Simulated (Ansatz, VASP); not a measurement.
# PBr in VASP and in Ansatz

```
CELL_PARAMETERS angstrom
4.87182 0.00000 0.00000
-2.03452 5.12429 0.00000
-0.68736 -0.64493 6.14901
ATOMIC_POSITIONS crystal
Br 0.66580 0.85501 0.24276
Br 0.33420 0.14499 0.75724
P 0.64072 0.49976 0.63187
P 0.35928 0.50024 0.36813
```

Change from the starting cell: volume scaled by 0.96.

Alike in both runs: task single point; functional PBE; k mesh 6 × 5 × 5; occupations fermi-dirac, width 0.05 eV; no spin polarisation.

|  | VASP | Ansatz |
| --- | --- | --- |
| version | VASP 6.6.1 | Ansatz 0.2.0 |
| potentials or method | VASP PAW PBE potentials, release 64 (Br, P) | Ansatz PAW |
| plane-wave cutoff (eV) | 520 | 420 |
| valence electrons in the cell | 24 | 24 |

VASP gave:

```
gap on the k mesh at the Fermi level (eV)       : 1.48
least direct gap on the mesh (eV)               : 1.48
pressure (GPa)                                  : 1.3
largest component of the traceless stress (GPa) : 0.68
rms of the force components (eV/Å)              : 0.285
```

Task: Which values does Ansatz return?

Result: gap on the k mesh at the Fermi level (eV): 1.49; least direct gap on the mesh (eV): 1.49; pressure (GPa): 1.4; largest component of the traceless stress (GPa): 0.71; rms of the force components (eV/Å): 0.320.

Atom by atom the forces differ by 0.037 eV/Å (rms over components).

Caveats: an odd mesh through Γ misses points on the zone boundary, where band edges often lie (VASP); odd divisions of the mesh miss points on the zone boundary, where band edges often lie, so the gap on the mesh can be too wide (Ansatz).
